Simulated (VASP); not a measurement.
These are PBEsol GGA with spin-orbit coupling, VASP's PBE PAW potentials (set 64) (plane waves; VASP 6.6.1) values and carry that method's errors.

VASP ran on this input.

**KPOINTS**
```
Automatic
0
gamma
6 6 6
0 0 0
```

**POSCAR**
```
SrTe
1.0
  0.0000000000   3.3072879434   3.3072879434
  3.3072879434   0.0000000000   3.3072879434
  3.3072879434   3.3072879434   0.0000000000
Sr Te
1 1
Cartesian
  0.0000000000   0.0000000000   0.0000000000
  3.3072879434   3.3072879434   3.3072879434
```

KPOINTS_OPT:
```
k-points along high-symmetry lines
8
Line-mode
Reciprocal
  0.000000   0.000000   0.000000 ! GAMMA
  0.500000   0.000000   0.500000 ! X

  0.500000   0.000000   0.500000 ! X
  0.625000   0.250000   0.625000 ! U

  0.375000   0.375000   0.750000 ! K
  0.000000   0.000000   0.000000 ! GAMMA

  0.000000   0.000000   0.000000 ! GAMMA
  0.500000   0.500000   0.500000 ! L

  0.500000   0.500000   0.500000 ! L
  0.500000   0.250000   0.750000 ! W

  0.500000   0.250000   0.750000 ! W
  0.500000   0.000000   0.500000 ! X
```

INCAR:
```
# general
SYSTEM     = SrTe
PREC       = Accurate
ENCUT      = 400
LREAL      = .False.
LASPH      = .True.

# electronic loop
EDIFF      = 1E-6
NELM       = 100
ALGO       = Normal
LMAXMIX    = 4

# smearing
ISMEAR     = 0
SIGMA      = 0.05

# functional
GGA        = PS
GGA_COMPAT = .False.

# spin
MAGMOM     = 6*0
LSORBIT    = .True.

# output
LWAVE      = .False.
LCHARG     = .False.
```

POTCAR, in this order: Sr_sv Te (PBE.64 set). Program: vasp_ncl.

Question: Predict the energy per atom (σ→0), band gap (over mesh and band path).

Answer: 
```yaml
energy per atom (σ→0): -4.505 eV/atom
band gap (over mesh and band path): 1.27 eV
```

OSZICAR:
```
...
DAV:  11    -0.901049557133E+01   -0.57505E-04   -0.42556E-05   992   0.535E-02    0.237E-02
DAV:  12    -0.901050175611E+01   -0.61848E-05   -0.57227E-06   920   0.147E-02    0.116E-02
DAV:  13    -0.901050333532E+01   -0.15792E-05   -0.15490E-06   800   0.992E-03    0.905E-03
DAV:  14    -0.901050324151E+01    0.93810E-07   -0.21270E-07   672   0.328E-03
   1 F= -.90105032E+01 E0= -.90105032E+01  d E =-.111314E-20  mag=    -0.0000     0.0000    -0.0000
       N       E                     dE             ncg
       N       E                     dE             ncg
       N       E                     dE             ncg
```

The compound is SrTe in the rock salt structure. It was relaxed first.
